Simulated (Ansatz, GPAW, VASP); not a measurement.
HfO2: programs and potentials compared

```
Hf O
1.0
     0.00000    2.55750    2.55750
     2.55750    0.00000    2.55750
     2.55750    2.55750    0.00000
Hf O
1 2
Direct
  0.00000 0.00000 0.00000
  0.75000 0.75000 0.75000
  0.25000 0.25000 0.25000
```

Measurements of this composition are mostly on another form, of space group No. 14.

Alike in all runs: task equation of state; functional PBEsol; k mesh 9 × 9 × 9; occupations fermi-dirac, width 0.05 eV; no spin polarisation; no spin-orbit coupling.

```tsv
program and potentials	plane-wave cutoff (eV)	notes	equilibrium volume (Å³/atom)	bulk modulus (GPa)
Ansatz, Ansatz PAW	420	potentials made for PBE, which Ansatz adapts in part	10.69	261.6
GPAW, PAW data sets generated for this functional	800	-	10.70	270.9
Ansatz, all-electron LAPW, scalar-relativistic	-	-	10.69	264.9
VASP, PBE PAW files Hf_pv, O, 520 eV	520	potentials made for PBE	10.55	271.6
```

The equilibrium volume spans 10.55 (VASP, PBE PAW files Hf_pv, O, 520 eV) to 10.70 Å³/atom (GPAW, PAW data sets generated for this functional), with all-electron results at 10.69. The bulk modulus spans 261.6 (Ansatz, Ansatz PAW) to 271.6 GPa (VASP, PBE PAW files Hf_pv, O, 520 eV), with all-electron results at 264.9.

Differences between rows come from potentials, basis sets and numerical settings, since the functional is the same but for its coding. Runs on potential files found faulty are left out.
